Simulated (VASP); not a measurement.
```yaml
crystal:
  lattice:
    - [0.00000, 2.83139, 2.83139]
    - [2.83139, 0.00000, 2.83139]
    - [2.83139, 2.83139, 0.00000]
  atoms:
    - { symbol: Be, position: [0.00000, 0.00000, 0.00000] }
    - { symbol: Te, position: [0.25000, 0.25000, 0.25000] }
```

Level of theory: r2SCAN meta-GGA, VASP's PBE PAW potentials (set 64) (plane waves; VASP). Numerical set-up: 520 eV cut-off, 9×9×9 Γ-centred mesh, tetrahedra with Blöchl corrections, potentials Be Te.

Unless said otherwise, spin-orbit coupling is left out, though it shifts the bands of the heavy elements here.

**Question.** Tabulate the total density of states (states/eV per cell) against energy (eV; zero at the valence-band maximum or, without a gap, the Fermi level).

**Answer.** 
```csv
E (eV),DOS (states/eV)
-9.96,0.00
-9.72,0.00
-9.48,0.00
-9.12,0.00
-8.88,0.00
-8.64,0.00
-8.40,0.00
-8.04,0.00
-7.80,0.00
-7.56,0.00
-7.32,0.00
-7.08,0.00
-6.72,0.00
-6.48,0.00
-6.24,0.00
-6.00,0.00
-5.64,0.00
-5.40,0.37
-5.16,0.94
-4.92,2.99
-4.68,1.04
-4.32,0.52
-4.08,0.38
-3.84,0.48
-3.60,1.21
-3.24,1.03
-3.00,1.13
-2.76,1.57
-2.52,1.71
-2.28,1.68
-1.92,1.56
-1.68,1.60
-1.44,1.51
-1.20,1.33
-0.96,0.85
-0.60,0.47
-0.36,0.28
-0.12,0.06
0.12,0.00
0.48,0.00
0.72,0.00
0.96,0.00
1.20,0.00
1.44,0.00
1.80,0.00
2.04,0.00
2.28,0.00
2.52,0.06
2.88,0.30
3.12,0.46
3.36,0.68
3.60,0.97
3.84,1.71
4.20,2.31
4.44,1.25
4.68,0.78
4.92,1.94
5.28,1.71
5.52,1.61
5.76,1.41
```
Within 2 eV below the valence-band maximum the largest weight inside VASP's projection spheres is Te p, then Be p.

The compound is BeTe in the zinc blende structure. It was relaxed first.
